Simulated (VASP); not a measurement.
# HfNbSe4 (P6mm) in VASP: single point with PBE

Aim: the single point of HfNbSe4 with PBE.

Everything below comes from runs of VASP 6.6.1. Logs are shortened: lines on timing, memory, paths and dates and some standing lists are left out, and cuts for length are marked.

## 1. The cell of the first run

The structure is hexagonal, space group P6mm (No. 183). Conventional cell: a = 4.753 Å, b = 4.753 Å, c = 8.022 Å, α = 90.00°, β = 90.00°, γ = 120.00°. Hf (site symmetry 6mm) has 6 Se at 2.83 Å and 1 Nb at 2.96 Å as nearest neighbours. Around Nb (site symmetry 6mm) lie 6 Se at 2.74 Å and 1 Hf at 2.96 Å. Around Se (site symmetry 3m) lie 3 Se at 2.74 Å and 3 Nb at 2.74 Å. Se (site symmetry 3m) has 3 Se at 2.74 Å and 3 Hf at 2.83 Å as nearest neighbours.

The cell was built by a generator and needn't be a form met in nature.

## 2. Single point, PBE (random cell by space group and Wyckoff sites (P6mm, No. 183))

Input file INCAR:

```
SYSTEM = HfNbSe4
PREC = Accurate ; ENCUT = 520
EDIFF = 1E-6 ; ISMEAR = 0
SIGMA = 0.1 ; LREAL = .FALSE.
LASPH = .TRUE. ; NELM = 100
ALGO = Fast ; ISIF = 2
LWAVE = .FALSE. ; LCHARG = .FALSE.
GGA = PE ; NBANDS = 32
```

Input file KPOINTS:

```
Automatic mesh
0
G
  12 12 6
  0 0 0
```

Input file POSCAR:

```
HfNbSe4
1.0
    4.7532635012      0.0000000000      0.0000000000
   -2.3766317506      4.1164469429      0.0000000000
    0.0000000000      0.0000000000      8.0219633013
Hf Nb Se
1 1 4
Direct
    0.0000000000      0.0000000000      0.0598859908
    0.0000000000      0.0000000000      0.6912180628
    0.3333333333      0.6666666667      0.6973674716
    0.6666666667      0.3333333333      0.6973674716
    0.3333333333      0.6666666667      0.1468872316
    0.6666666667      0.3333333333      0.1468872316
```

Potentials or basis: VASP PAW PBE potentials, release 64 (Hf_pv, Nb_sv, Se).

Command:

```
cat potpaw_PBE.64/Hf_pv/POTCAR potpaw_PBE.64/Nb_sv/POTCAR potpaw_PBE.64/Se/POTCAR > POTCAR
mpirun -np 1 vasp_std > vasp.out
```

OUTCAR:

```text
SYSTEM = HfNbSe4
   PREC = Accurate
   ENCUT = 520
   EDIFF = 1E-6
   ISMEAR = 0
   LREAL = .FALSE.
   LASPH = .TRUE.
   NELM = 100
   ISIF = 2
   GGA = PE

 ion  position               nearest neighbor table
   1  0.000  0.000  0.060-   5 2.83   6 2.83   5 2.83   6 2.83   6 2.83   5 2.83   2 2.96
   2  0.000  0.000  0.691-   3 2.74   4 2.74   3 2.74   4 2.74   4 2.74   3 2.74   1 2.96
   3  0.333  0.667  0.697-   4 2.74   4 2.74   4 2.74   2 2.74   2 2.74   2 2.74
   4  0.667  0.333  0.697-   3 2.74   3 2.74   3 2.74   2 2.74   2 2.74   2 2.74
   5  0.333  0.667  0.147-   6 2.74   6 2.74   6 2.74   1 2.83   1 2.83   1 2.83
   6  0.667  0.333  0.147-   5 2.74   5 2.74   5 2.74   1 2.83   1 2.83   1 2.83

  LATTYP: Found a hexagonal cell.
 ALAT       =     4.7532635012
 C/A-ratio  =     1.6876748573

  Lattice vectors:

 A1 = (   4.7532635012,   0.0000000000,   0.0000000000)
 A2 = (  -2.3766317506,   4.1164469429,   0.0000000000)
 A3 = (   0.0000000000,   0.0000000000,   8.0219633013)

Analysis of symmetry for initial positions (statically):
=====================================================================
 Subroutine PRICEL returns:
 Original cell was already a primitive cell.

 Routine SETGRP: Setting up the symmetry group for a
 hexagonal supercell.

 Subroutine GETGRP returns: Found 12 space group operations
 (whereof 12 operations were pure point group operations)
 out of a pool of 24 trial point group operations.

The static configuration has the point symmetry C_6v.

Analysis of symmetry for dynamics (positions and initial velocities):
=====================================================================
 Subroutine PRICEL returns:
 Original cell was already a primitive cell.

 Routine SETGRP: Setting up the symmetry group for a
 hexagonal supercell.

 Subroutine GETGRP returns: Found 12 space group operations
 (whereof 12 operations were pure point group operations)
 out of a pool of 24 trial point group operations.

The dynamic configuration has the point symmetry C_6v.

 Subroutine INISYM returns: Found 12 space group operations
 (whereof 12 operations are pure point group operations),
 and found     1 'primitive' translations

----------------------------------------------------------------------------------------

                                     Primitive cell

  volume of cell :     156.9622

  direct lattice vectors                    reciprocal lattice vectors
     4.753263501  0.000000000  0.000000000     0.210381772  0.121463973  0.000000000
    -2.376631751  4.116446943  0.000000000     0.000000000  0.242927946  0.000000000
     0.000000000  0.000000000  8.021963301     0.000000000  0.000000000  0.124657763

  length of vectors
     4.753263501  4.753263501  8.021963301     0.242927946  0.242927946  0.124657763

  position of ions in fractional coordinates (direct lattice)
     0.000000000  0.000000000  0.059885991
     0.000000000  0.000000000  0.691218063
     0.333333333  0.666666667  0.697367472
     0.666666667  0.333333333  0.697367472
     0.333333333  0.666666667  0.146887232
     0.666666667  0.333333333  0.146887232

  ion indices of the primitive-cell ions
   primitive index   ion index
                 1           1
                 2           2
                 3           3
                 4           4
                 5           5
                 6           6

----------------------------------------------------------------------------------------

 KPOINTS: Automatic mesh

Automatic generation of k-mesh.
 Grid dimensions read from file:
 generate k-points for:   12   12    6

 Generating k-lattice:

  Cartesian coordinates                     Fractional coordinates (reciprocal lattice)
     0.017531814  0.010121998  0.000000000     0.083333333 -0.000000000  0.000000000
     0.000000000  0.020243995  0.000000000     0.000000000  0.083333333  0.000000000
     0.000000000  0.000000000  0.020776294     0.000000000  0.000000000  0.166666667

  Length of vectors
     0.020243995  0.020243995  0.020776294

  Shift w.r.t. Gamma in fractional coordinates (k-lattice)
     0.000000000  0.000000000  0.000000000

 Subroutine IBZKPT returns following result:
 ===========================================

 Found     76 irreducible k-points:

 Following reciprocal coordinates:
            Coordinates               Weight
  0.000000  0.000000  0.000000      1.000000
  0.083333 -0.000000  0.000000      6.000000
  0.166667  0.000000  0.000000      6.000000
  0.250000 -0.000000  0.000000      6.000000
  0.333333 -0.000000  0.000000      6.000000
  0.416667 -0.000000  0.000000      6.000000
[... 16 lines left out ...]
  0.250000 -0.000000  0.166667     12.000000
  0.333333 -0.000000  0.166667     12.000000
 [... further k-points ...]
   k-points           NKPTS =     76   k-points in BZ     NKDIM =     76   number of bands    NBANDS=     32
   number of dos      NEDOS =    301   number of ions     NIONS =      6
   total plane-waves  NPLWV =  77760
   dimension x,y,z NGX =    36 NGY =   36 NGZ =   60
   dimension x,y,z NGXF=    72 NGYF=   72 NGZF=  120
   ions per type =               1   1   4
   NGX,Y,Z   is equivalent  to a cutoff of  12.59, 12.59, 12.43 a.u.
   NGXF,Y,Z  is equivalent  to a cutoff of  25.18, 25.18, 24.87 a.u.
 SYSTEM =  HfNbSe4
   PREC   = accura    normal or accurate (medium, high low for compatibility)
   ISTART =      0    job   : 0-new  1-cont  2-samecut
   ICHARG =      2    charge: 1-file 2-atom 10-const
   ISPIN  =      1    spin polarized calculation?
   LNONCOLLINEAR =      F non collinear calculations
   LSORBIT =      F    spin-orbit coupling
   LASPH  =      T    aspherical Exc in radial PAW
   ENCUT  =  520.0 eV  38.22 Ry    6.18 a.u.   8.84  8.84 14.92*2*pi/ulx,y,z
   NELM   =    100;   NELMIN=  2; NELMDL= -5     # of ELM steps
   EDIFF  = 0.1E-05   stopping-criterion for ELM
   LREAL  =      F    real-space projection
   EDIFFG = 0.1E-04   stopping-criterion for IOM
   NSW    =      0    number of steps for IOM
   IBRION =     -1    ionic relax: 0-MD 1-quasi-New 2-CG
   NFREE  =      0    steps in history (QN), initial steepest desc. (CG)
   ISIF   =      2    stress and relaxation
   ISYM   =      2    0-nonsym 1-usesym 2-fastsym
   POTIM  = 0.5000    time-step for ionic-motion
   TEBEG  =    0.0;   TEEND  =   0.0 temperature during run
   PSTRESS=    0.0 pullay stress
   NELECT =      47.0000    total number of electrons
   NUPDOWN=      -1.0000    fix difference up-down
   EMIN   =  10.00;   EMAX   =-10.00  energy-range for DOS
   EFERMI =   0.00;   METHOD = LEGACY
   ISMEAR =     0;   SIGMA  =   0.10  broadening in eV -4-tet -1-fermi 0-gaus
   EFERMI_NEDOS =   21; number of points for ismear=-14 and -15
   IALGO  =     68    algorithm
   IMIX   =      4    mixing-type and parameters
     AMIX     =   0.40;   BMIX     =  1.00
     AMIX_MAG =   1.60;   BMIX_MAG =  1.00
  volume/ion in A,a.u.               =      26.16       176.54
  Fermi-wavevector in a.u.,A,eV,Ry     =   1.095239  2.069703 16.320862  1.199550
  Thomas-Fermi vector in A             =   2.231559
   LORBIT       =      0    0 simple, 1 ext, 2 COOP (PROOUT), +10 PAW based schemes
   GGA     = PE    functional components
   LHFCALC =     F    Hartree Fock is set to
   AEXX    =    0.0000 exact exchange contribution
   IVDW    =     0    specifies the selected vdW correction
   LEPSILON=     F    determine dielectric tensor
   LRPA    =     F    only Hartree local field effects (RPA)
 non-spin polarized calculation
 RMM-DIIS sequential band-by-band and
 Gauss-broadening in eV      SIGMA  =   0.10
  energy-cutoff  :      520.00
  volume of cell :      156.96
 maximum number of plane-waves:      4256
 NGX is ok and might be reduce to    36
   NGX = 17   NGY = 17   NGZ = 29

 number of electron      47.0000002 magnetization

 Free energy of the ion-electron system (eV)
  ---------------------------------------------------
  ext. energy  EPLUGINS =         0.00000000
  ---------------------------------------------------
  free energy    TOTEN  =       -34.59612727 eV

  energy without entropy =      -34.57106979  energy(sigma->0) =      -34.58359853

 E-fermi :   3.9580     XC(G=0):  -9.3093

 val. band max:        3.9415315341   @ k =   0.0833   0.0833   0.5000
 cond. band min:       3.9619794539   @ k =   0.2500  -0.0000   0.0000
 fundamental gap:      0.0204479198
 Fermi energy:         3.9580326895

 k-point     1 :       0.0000    0.0000    0.0000
  band No.  band energies     occupation
      1     -51.2081      2.00000
      2     -27.4621      2.00000
      3     -27.3442      2.00000
      4     -27.3442      2.00000
      5     -27.2917      2.00000
      6     -27.2917      2.00000
[... 24 lines left out ...]
     31       7.4500      0.00000
     32       7.5264      0.00000

 k-point     2 :       0.0833   -0.0000    0.0000
  band No.  band energies     occupation
      1     -51.2081      2.00000
      2     -27.4620      2.00000
      3     -27.3453      2.00000
      4     -27.3444      2.00000
      5     -27.2929      2.00000
      6     -27.2919      2.00000
[... 24 lines left out ...]
     31       7.5553      0.00000
     32       7.6438      0.00000

 k-point     3 :       0.1667    0.0000    0.0000
  band No.  band energies     occupation
      1     -51.2081      2.00000
      2     -27.4618      2.00000
      3     -27.3482      2.00000
      4     -27.3451      2.00000
      5     -27.2961      2.00000
      6     -27.2926      2.00000
[... 24 lines left out ...]
     31       7.7818      0.00000
     32       7.8677      0.00000

 k-point     4 :       0.2500   -0.0000    0.0000
  band No.  band energies     occupation
      1     -51.2080      2.00000
      2     -27.4614      2.00000
      3     -27.3523      2.00000
      4     -27.3459      2.00000
      5     -27.3004      2.00000
      6     -27.2936      2.00000
[... 654 lines left out ...]
     31       7.7890      0.00000
     32       7.8950      0.00000

 k-point    23 :       0.2500   -0.0000    0.1667
  band No.  band energies     occupation
      1     -51.2080      2.00000
      2     -27.4613      2.00000
      3     -27.3523      2.00000
      4     -27.3459      2.00000
      5     -27.3004      2.00000
      6     -27.2936      2.00000
[... 24 lines left out ...]
     31       8.0730      0.00000
     32       8.1677      0.00000

 k-point    24 :       0.3333   -0.0000    0.1667
  band No.  band energies     occupation
      1     -51.2079      2.00000
      2     -27.4610      2.00000
      3     -27.3563      2.00000
      4     -27.3468      2.00000
      5     -27.3048      2.00000
      6     -27.2946      2.00000
[... 24 lines left out ...]
     31       7.8489      0.00000
     32       8.1567      0.00000

 [... further k-points ...]

------------------------ aborting loop because EDIFF is reached ----------------------------------------

  FORCE on cell =-STRESS in cart. coord.  units (eV):
  Direction    XX          YY          ZZ          XY          YZ          ZX
  --------------------------------------------------------------------------------------
  -------------------------------------------------------------------------------------
  Total        0.2070212      0.2070212      0.0310136     -0.0000000      0.0000000     -0.0000000
  in kB        2.1131499      2.1131499      0.3165684     -0.0000000      0.0000000     -0.0000000
  external PRESSURE =       1.5142894 kB  Pullay stress =       0.0000000 kB

 VOLUME and BASIS-vectors are now :
 -----------------------------------------------------------------------------
  energy-cutoff  :      520.00
  volume of cell :      156.96
      direct lattice vectors                 reciprocal lattice vectors
     4.753263501  0.000000000  0.000000000     0.210381772  0.121463973  0.000000000
    -2.376631751  4.116446943  0.000000000     0.000000000  0.242927946  0.000000000
     0.000000000  0.000000000  8.021963301     0.000000000  0.000000000  0.124657763

 POSITION                                       TOTAL-FORCE (eV/Angst)
 -----------------------------------------------------------------------------------
      0.00000      0.00000      0.48040         0.000000     -0.000000      0.008077
      0.00000      0.00000      5.54493         0.000000     -0.000000      0.053546
     -0.00000      2.74430      5.59426         0.000000      0.000000     -0.023698
      2.37663      1.37215      5.59426        -0.000000     -0.000000     -0.023698
     -0.00000      2.74430      1.17832        -0.000000      0.000000     -0.007114
      2.37663      1.37215      1.17832         0.000000     -0.000000     -0.007114
 -----------------------------------------------------------------------------------
    total drift:                                0.000000      0.000000      0.003413

  FREE ENERGIE OF THE ION-ELECTRON SYSTEM (eV)
  ---------------------------------------------------
  free  energy   TOTEN  =       -34.5961272653 eV

  energy  without entropy=      -34.5710697905  energy(sigma->0) =      -34.58359853
```

Run time: 11 min. Hardware: 1 thread of Intel Xeon Platinum 8488C (Sapphire Rapids), shared host; peak memory 0.53 GiB.

What came out:

```yaml
Free_energy: -34.5961 eV
Pressure: 0.2 GPa
Largest_force: 0.054 eV/Å
Band_gap_on_the_k_mesh: none (metal or under the smearing width)
```

Forces on the atoms (eV/Å):
```
Hf   0.000  0.000  0.008
Nb   0.000  0.000  0.054
Se   0.000  0.000 -0.024
Se   0.000  0.000 -0.024
Se   0.000  0.000 -0.007
Se   0.000  0.000 -0.007
```

Levels at points of the mesh, in eV from the Fermi level:
| k point | band 19 | band 20 | band 21 | band 22 | band 23 | band 24 | band 25 | band 26 | band 27 | band 28 |
| --- | --- | --- | --- | --- | --- | --- | --- | --- | --- | --- |
| (0.00, 0.00, 0.00) | -1.43 | -1.07 | -0.94 | -0.94 | -0.74 | 0.16 | 0.16 | 0.74 | 2.79 | 3.06 |
| (0.50, 0.00, 0.00) | -1.90 | -1.06 | -0.88 | -0.60 | -0.34 | 0.03 | 0.18 | 1.15 | 1.71 | 2.19 |
| (0.00, 0.00, 0.50) | -1.43 | -0.93 | -0.93 | -0.73 | -0.49 | 0.14 | 0.14 | 0.39 | 2.16 | 3.04 |
| (0.50, 0.00, 0.50) | -1.90 | -1.45 | -0.88 | -0.60 | -0.29 | 0.05 | 0.16 | 1.15 | 1.72 | 1.80 |

Caveat: this functional lacks dispersion, which binds the layers, so the pressure and a relaxed spacing across them are unreliable. Spin-orbit coupling is left out, which matters for the levels of Hf.
